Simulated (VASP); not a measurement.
OSZICAR of a VASP run on Ni3Al (L1_2):

### OSZICAR
```
       N       E                     dE             d eps       ncg     rms          rms(c)
DAV:   1     0.190529951921E+03    0.19053E+03   -0.14696E+04  2808   0.210E+03
DAV:   2    -0.154398371121E+02   -0.20597E+03   -0.19927E+03  2800   0.369E+02
DAV:   3    -0.258334759754E+02   -0.10394E+02   -0.95314E+01  3028   0.110E+02
DAV:   4    -0.260851601461E+02   -0.25168E+00   -0.24932E+00  3196   0.157E+01
DAV:   5    -0.260931008169E+02   -0.79407E-02   -0.79368E-02  3416   0.257E+00    0.194E+01
DAV:   6    -0.272186854431E+02   -0.11256E+01   -0.76786E+01  3180   0.142E+02    0.213E+01
DAV:   7    -0.219188290511E+02    0.52999E+01   -0.21436E+01  3100   0.762E+01    0.230E+00
DAV:   8    -0.219122872901E+02    0.65418E-02   -0.50076E-01  3044   0.605E+00    0.154E+00
DAV:   9    -0.218930999142E+02    0.19187E-01   -0.56169E-02  3628   0.342E+00    0.836E-01
DAV:  10    -0.218949179899E+02   -0.18181E-02   -0.26182E-03  3392   0.611E-01    0.679E-01
DAV:  11    -0.218932025410E+02    0.17154E-02   -0.27144E-02  3408   0.276E+00    0.669E-01
DAV:  12    -0.218971099555E+02   -0.39074E-02   -0.40838E-03  3356   0.126E+00    0.233E-01
DAV:  13    -0.218975114491E+02   -0.40149E-03   -0.58756E-04  3556   0.326E-01    0.972E-02
DAV:  14    -0.218975662612E+02   -0.54812E-04   -0.11172E-04  3444   0.151E-01    0.192E-02
DAV:  15    -0.218975686700E+02   -0.24088E-05   -0.11143E-05  3272   0.432E-02    0.931E-03
DAV:  16    -0.218975691090E+02   -0.43905E-06   -0.15297E-06  3180   0.240E-02    0.358E-03
DAV:  17    -0.218975688670E+02    0.24202E-06   -0.12868E-07  1740   0.562E-03    0.120E-03
DAV:  18    -0.218975687907E+02    0.76362E-07   -0.66662E-08  1560   0.326E-03
   1 F= -.21897569E+02 E0= -.21897343E+02  d E =-.676715E-03  mag=     0.7243
```

Which electronic solver shows in the log?

It is blocked Davidson (ALGO = Normal, or the opening steps of other solvers). The INCAR had ALGO = Normal.

How was spin treated?

Collinear spin (ISPIN = 2): the summary line carries one mag value, 0.72 μB in the cell.

Can the final energy be trusted as converged?

The run converged. It stopped with EDIFF = 1E-7, NELM = 100 (PBE GGA, plane waves, VASP's PBE PAW potentials (set 64)).

The compound is Ni3Al in the L1_2 structure. It was relaxed first.
